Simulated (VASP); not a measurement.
Level of theory: PBEsol GGA, VASP's PBE PAW potentials (set 64) (plane waves; VASP).

Input for VASP

**INCAR**
```
SYSTEM = MoTe2 monolayer
PREC = Normal
ENCUT = 400
EDIFF = 1E-6
NELM = 100
ALGO = Normal
LREAL = .FALSE.
LASPH = .TRUE.
ISMEAR = 0
SIGMA = 0.05
GGA = PS
LMAXMIX = 4
LWAVE = .FALSE.
LCHARG = .FALSE.
NELMIN = 4
LVHAR = .TRUE.
LORBIT = 11
```

File KPOINTS:
```
kpoints
0
Gamma
12 12 1
```

File POSCAR:
```
MoTe2 monolayer
1
    3.4955643518     0.0000000000     0.0000000000
   -1.7477821759     3.0272471166     0.0000000000
    0.0000000000     0.0000000000    19.6428867901
Te Mo
2 1
Direct
  0.3333330000   0.6666670000   0.5918720000
  0.3333330000   0.6666670000   0.4081280000
  0.6666670000   0.3333330000   0.5000000000
```

POTCAR, in this order: Te Mo_sv (PBE.64 set). Program: vasp_std. Read from the step before: WAVECAR.

Output

### OSZICAR
```
       N       E                     dE             d eps       ncg     rms          rms(c)
DAV:   1    -0.196134884388E+02   -0.19613E+02   -0.21339E-06   563   0.469E-03    0.173E-03
DAV:   2    -0.196134884331E+02    0.57526E-08   -0.84789E-07   459   0.470E-03    0.153E-03
DAV:   3    -0.196134883938E+02    0.39301E-07   -0.16328E-07   328   0.236E-03    0.371E-04
DAV:   4    -0.196134883943E+02   -0.52387E-09   -0.72878E-09   326   0.532E-04
   1 F= -.19613488E+02 E0= -.19613488E+02  d E =-.411751E-31
```

### OUTCAR
```
------------------------ aborting loop because EDIFF is reached ----------------------------------------
  FORCE on cell =-STRESS in cart. coord.  units (eV):
  Direction    XX          YY          ZZ          XY          YZ          ZX
  --------------------------------------------------------------------------------------
  Total       -0.1924146     -0.1924145     -0.1402223      0.0000000      0.0000000      0.0000000
  in kB       -1.4831261     -1.4831257     -1.0808298      0.0000000      0.0000000      0.0000000
  external PRESSURE =      -1.3490272 kB  Pullay stress =       0.0000000 kB
  volume of cell :      207.86
      direct lattice vectors                 reciprocal lattice vectors
     3.495564352  0.000000000  0.000000000     0.286076839  0.165166562  0.000000000
    -1.747782176  3.027247117  0.000000000     0.000000000  0.330333125  0.000000000
     0.000000000  0.000000000 19.642886790     0.000000000  0.000000000  0.050909014
 POSITION                                       TOTAL-FORCE (eV/Angst)
 -----------------------------------------------------------------------------------
     -0.00000      2.01817     11.62607        -0.000000      0.000000     -0.011379
     -0.00000      2.01817      8.01681        -0.000000      0.000000      0.011379
      1.74778      1.00908      9.82144         0.000000     -0.000000     -0.000000
 -----------------------------------------------------------------------------------
    total drift:                               -0.002528      0.001468      0.000000
  FREE ENERGIE OF THE ION-ELECTRON SYSTEM (eV)
  ---------------------------------------------------
  free  energy   TOTEN  =       -19.6134883943 eV

  energy  without entropy=      -19.6134883943  energy(sigma->0) =      -19.61348839

 total charge

# of ion       s       p       d       tot
------------------------------------------
    1        1.384   1.984   0.064   3.432
    2        1.384   1.984   0.064   3.432
    3        2.258   6.152   4.004  12.414
--------------------------------------------------
tot          5.027  10.121   4.131  19.278
```
(Selected blocks of OUTCAR.)

### OUTCAR
```
 val. band max:       -0.3261749697   @ k =   0.3333   0.3333   0.0000

 cond. band min:       0.8674753825   @ k =   0.3333   0.3333   0.0000


 Fermi energy:         0.0751438302

 k-point     1 :       0.0000    0.0000    0.0000
  band No.  band energies     occupation
      1     -60.8562      2.00000
      2     -35.0715      2.00000
      3     -34.9193      2.00000
      4     -34.9193      2.00000
      5     -13.0904      2.00000
      6     -12.1212      2.00000
      7      -5.4210      2.00000
      8      -2.1577      2.00000
      9      -1.9607      2.00000
     10      -1.9606      2.00000
     11      -1.1567      2.00000
     12      -1.1567      2.00000
     13      -0.8826      2.00000
     14       2.9410      0.00000
     15       2.9410      0.00000
     16       3.2401      0.00000
     17       3.2402      0.00000

 k-point     2 :       0.0833    0.0000    0.0000
  band No.  band energies     occupation
      1     -60.8555      2.00000
      2     -35.0695      2.00000
      3     -34.9290      2.00000
      4     -34.9215      2.00000
      5     -12.9898      2.00000
      6     -12.0512      2.00000
      7      -5.3109      2.00000
      8      -2.3339      2.00000
      9      -2.1810      2.00000
     10      -1.8766      2.00000
     11      -1.2887      2.00000
     12      -1.0795      2.00000
     13      -0.8838      2.00000
     14       2.5179      0.00000
     15       2.6379      0.00000
     16       3.0169      0.00000
     17       3.0227      0.00000

 k-point     3 :       0.1667    0.0000    0.0000
  band No.  band energies     occupation
      1     -60.8535      2.00000
      2     -35.0636      2.00000
      3     -34.9550      2.00000
      4     -34.9276      2.00000
      5     -12.6970      2.00000
      6     -11.8479      2.00000
      7      -5.0068      2.00000
      8      -2.7678      2.00000
      9      -2.7392      2.00000
     10      -1.6384      2.00000
     11      -1.6130      2.00000
...
```

Unless said otherwise, spin-orbit coupling is left out, though it shifts the bands of the heavy elements here.

The cell is a sheet with vacuum, built from MoTe2 (2H layered).
